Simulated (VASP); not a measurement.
# Ti3AlC (space group Pm-3m): computed properties

The numbers are results of PBEsol GGA, VASP's PBE PAW potentials (set 64) (plane waves; VASP), not measurements.

```json
{
 "space_group": "Pm-3m (221)",
 "cell": "a = 4.1413 Å, b = 4.1413 Å, c = 4.1413 Å, α = 90.00°, β = 90.00°, γ = 90.00°",
 "volume_per_atom": "14.20 Å³/atom",
 "band gap (over mesh and band path)": "none (metal, semimetal or under 0.01 eV)",
 "density": "4.27 g/cm³"
}
```

```cif
data_CAlTi3
_chemical_formula_sum 'Ti3 Al1 C1'
_space_group_name_H-M_alt 'P 1'
_space_group_IT_number 1
_cell_length_a 4.14130
_cell_length_b 4.14130
_cell_length_c 4.14130
_cell_angle_alpha 90.000
_cell_angle_beta 90.000
_cell_angle_gamma 90.000
loop_
_space_group_symop_operation_xyz
  'x, y, z'
loop_
_atom_site_label
_atom_site_type_symbol
_atom_site_fract_x
_atom_site_fract_y
_atom_site_fract_z
_atom_site_occupancy
Ti1 Ti 0.50000 0.50000 0.00000 1
Ti2 Ti 0.00000 0.50000 0.50000 1
Ti3 Ti 0.50000 0.00000 0.50000 1
Al1 Al 0.00000 0.00000 0.00000 1
C1 C 0.50000 0.50000 0.50000 1
```

The structure comes from a computed database's Ti3AlC entry (Pm-3m); how it stands against other phases isn't given here. It was relaxed first. Symmetry was kept, so distortions that lower it aren't found. The electron count is odd and the run is not spin-polarised, which forces a metal.
